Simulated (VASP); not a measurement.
Crystal: Ta.

```
Ta
1.0
    -1.65128    1.65128    1.65128
     1.65128   -1.65128    1.65128
     1.65128    1.65128   -1.65128
Ta
1
Direct
  0.00000 0.00000 0.00000
```

| Property | Result |
| --- | --- |
| Program | VASP 6.6.1 |
| Task | relaxation of cell and atoms |
| Functional | PBE |
| Potentials or basis | VASP PAW PBE potentials, release 64 (Ta_pv) |
| Cutoff | 520 eV |
| k mesh | 18 × 18 × 18 |
| Occupations | gaussian, width 0.1 eV |
| Spin | non-collinear spin, zero start, spin-orbit coupling |
| Starting moments | [[0.0, 0.0, 0.0]] μB |

At the start: pressure 2.8 GPa; volume 18.01 Å³/atom.

Task: How do energy, volume and symmetry change on relaxing?

Result: Over 14 steps the energy falls by 2.1 meV/atom and the volume is 18.26 Å³/atom (+1.4 %); space group Im-3m (No. 229, to 0.05 Å); moment 0.00 μB per cell.

Step by step:
```tsv
step	energy change (eV)	largest force (eV/Å)	pressure (GPa)	volume (Å³)
1	0.0000	0.0000	2.76	18.01
2	0.0080	0.0000	-5.49	18.83
3	-0.0021	0.0000	-0.02	18.26
4	-0.0021	0.0000	0.06	18.26
5	-0.0021	0.0000	0.07	18.26
6	-0.0021	0.0000	0.05	18.26
7	-0.0021	0.0000	0.05	18.26
8	-0.0021	0.0000	0.05	18.26
9	-0.0021	0.0000	0.05	18.26
10	-0.0021	0.0000	0.05	18.26
11	-0.0021	0.0000	0.05	18.26
12	-0.0021	0.0000	0.05	18.26
13	-0.0021	0.0000	0.02	18.26
14	-0.0021	0.0000	0.00	18.26
```

Final structure:
```xyz
1
Lattice="-1.6590 1.6590 1.6590 1.6590 -1.6590 1.6590 1.6590 1.6590 -1.6590" Properties=species:S:1:pos:R:3 pbc="T T T"
Ta    0.0000    3.3180    0.0000
```
